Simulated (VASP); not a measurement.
Given:

```
BP
1.0
    0.00000     2.27315     2.27315
    2.27315     0.00000     2.27315
    2.27315     2.27315     0.00000
B P
1 1
Cartesian
  0.00000   0.00000   0.00000
  1.13657   1.13657   1.13657
```

Computed with PBE GGA, VASP's PBE PAW potentials (set 64) (plane waves; VASP). Run with 650 eV cut-off, 9×9×9 Γ-centred mesh, Gaussian smearing of 0.050 eV, potentials B P.

### Question
Give the elastic stiffness tensor with the ions relaxed (GPa, in the frame of the cell).

### Answer

```json
[
 {"": "xx", "xx": "340", "yy": "73.2", "zz": "73.2", "yz": "0.0", "xz": "0.0", "xy": "0.0"},
 {"": "yy", "xx": "73.2", "yy": "340", "zz": "73.2", "yz": "0.0", "xz": "0.0", "xy": "0.0"},
 {"": "zz", "xx": "73.2", "yy": "73.2", "zz": "340", "yz": "0.0", "xz": "0.0", "xy": "0.0"},
 {"": "yz", "xx": "0.0", "yy": "0.0", "zz": "0.0", "yz": "186", "xz": "0.0", "xy": "0.0"},
 {"": "xz", "xx": "0.0", "yy": "0.0", "zz": "0.0", "yz": "0.0", "xz": "186", "xy": "0.0"},
 {"": "xy", "xx": "0.0", "yy": "0.0", "zz": "0.0", "yz": "0.0", "xz": "0.0", "xy": "186"}
]
```

### Question
What does the run give for the Hill bulk modulus, Hill shear modulus, Young's modulus, Poisson's ratio?

### Answer

```json
{
  "hill_bulk_modulus": "162 GPa",
  "hill_shear_modulus": "1630 kbar",
  "Young's modulus": "366 GPa",
  "Poisson's ratio": "0.124"
}
```

The compound is BP in the zinc blende structure. It was relaxed first.
